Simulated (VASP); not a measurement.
Method: PBEsol GGA, VASP's PBE PAW potentials (set 64) (plane waves; VASP 6.6.1).

VASP ran on this input.

### KPOINTS
```
k-points along high-symmetry lines
10
Line-mode
Reciprocal
  0.000000   0.000000   0.000000 ! GAMMA
  0.500000   0.000000   0.000000 ! M

  0.500000   0.000000   0.000000 ! M
  0.333333   0.333333   0.000000 ! K

  0.333333   0.333333   0.000000 ! K
  0.000000   0.000000   0.000000 ! GAMMA

  0.000000   0.000000   0.000000 ! GAMMA
  0.000000   0.000000   0.500000 ! A

  0.000000   0.000000   0.500000 ! A
  0.500000   0.000000   0.500000 ! L

  0.500000   0.000000   0.500000 ! L
  0.333333   0.333333   0.500000 ! H

  0.333333   0.333333   0.500000 ! H
  0.000000   0.000000   0.500000 ! A

  0.500000   0.000000   0.500000 ! L
  0.500000   0.000000   0.000000 ! M

  0.333333   0.333333   0.500000 ! H
  0.333333   0.333333   0.000000 ! K
```

File POSCAR:
```
Mg2ZnP2
12.9855120
  0.3081722344   0.0000000000   0.0000000000
 -0.1540861172   0.2668850149   0.0000000000
  0.0000000000   0.0000000000   0.4999999879
Mg Zn P
2 1 2
Cart
  0.1540862713   0.0889615827   0.3166903718
 -0.0000001541   0.1779234322   0.4970919214
  0.0000000000   0.0000000000   0.1809690896
  0.0000000000   0.0000000000   0.3850229691
  0.1540862713   0.0889615827   0.1202256119
```

INCAR:
```
! general
SYSTEM  = Mg2ZnP2
PREC    = Accurate
ENCUT   = 400
LREAL   = .FALSE.
LASPH   = .TRUE.
ICHARG  = 11

! electronic loop
EDIFF   = 1E-7
NELM    = 100
ALGO    = Normal
LMAXMIX = 4

! smearing
ISMEAR  = 0
SIGMA   = 0.05

! functional
GGA     = PS

! output
LWAVE   = .FALSE.
LCHARG  = .FALSE.
LORBIT  = 11
```

POTCAR, in this order: Mg Zn P (PBE.64 set). Program: vasp_std. Read from the step before: CHGCAR.

The resulting files:

### OSZICAR
```
       N       E                     dE             d eps       ncg     rms          rms(c)
DAV:   1     0.968811414414E+02    0.96881E+02   -0.99635E+03  3060   0.123E+03
DAV:   2    -0.108423193808E+02   -0.10772E+03   -0.10555E+03  3424   0.244E+02
DAV:   3    -0.178956379198E+02   -0.70533E+01   -0.67472E+01  3927   0.613E+01
DAV:   4    -0.179977238203E+02   -0.10209E+00   -0.10202E+00  3845   0.713E+00
DAV:   5    -0.179988892254E+02   -0.11654E-02   -0.11653E-02  3982   0.788E-01
DAV:   6    -0.179989091661E+02   -0.19941E-04   -0.19940E-04  3949   0.104E-01
DAV:   7    -0.179989096890E+02   -0.52293E-06   -0.52299E-06  4028   0.157E-02
DAV:   8    -0.179989097042E+02   -0.15143E-07   -0.15156E-07  3673   0.270E-03
   1 F= -.17998910E+02 E0= -.17998910E+02  d E =-.142530E-13
```

File OUTCAR:
```
 val. band max:        4.1806398582   @ k =   0.0000   0.0000   0.0000

 cond. band min:       5.1426269605   @ k =   0.5000   0.0000   0.3333



 k-point     1 :       0.0000    0.0000    0.0000
  band No.  band energies     occupation
      1      -7.4867      2.00000
      2      -5.9621      2.00000
      3      -3.0878      2.00000
      4      -3.0878      2.00000
      5      -2.8643      2.00000
      6      -2.8643      2.00000
      7      -2.7974      2.00000
      8      -1.4724      2.00000
      9       3.1235      2.00000
     10       3.1235      2.00000
     11       4.0470      2.00000
     12       4.0470      2.00000
     13       4.1806      2.00000
     14       5.4853      0.00000
     15       6.5185      0.00000
     16       8.1614      0.00000
     17       8.1621      0.00000

 k-point     2 :       0.0556    0.0000    0.0000
  band No.  band energies     occupation
      1      -7.4589      2.00000
      2      -5.9447      2.00000
      3      -3.0879      2.00000
      4      -3.0836      2.00000
      5      -2.8752      2.00000
      6      -2.8646      2.00000
      7      -2.7869      2.00000
      8      -1.4384      2.00000
      9       2.8681      2.00000
     10       3.0572      2.00000
     11       3.7571      2.00000
     12       4.0245      2.00000
     13       4.1556      2.00000
     14       5.7833      0.00000
     15       6.7026      0.00000
     16       7.9862      0.00000
     17       8.2426      0.00000

 k-point     3 :       0.1111    0.0000    0.0000
  band No.  band energies     occupation
      1      -7.3762      2.00000
      2      -5.8942      2.00000
      3      -3.0871      2.00000
      4      -3.0713      2.00000
      5      -2.8968      2.00000
      6      -2.8651      2.00000
      7      -2.7652      2.00000
      8      -1.3376      2.00000
      9       2.2709      2.00000
     10       2.8843      2.00000
     11       3.1883      2.00000
     12       3.9518      2.00000
...
```

The density is held fixed in this step, so its total energy and stress have no physical meaning.

The structure comes from a computed database's Mg2ZnP2 entry (P3m1); how it stands against other phases isn't given here. It was relaxed first.
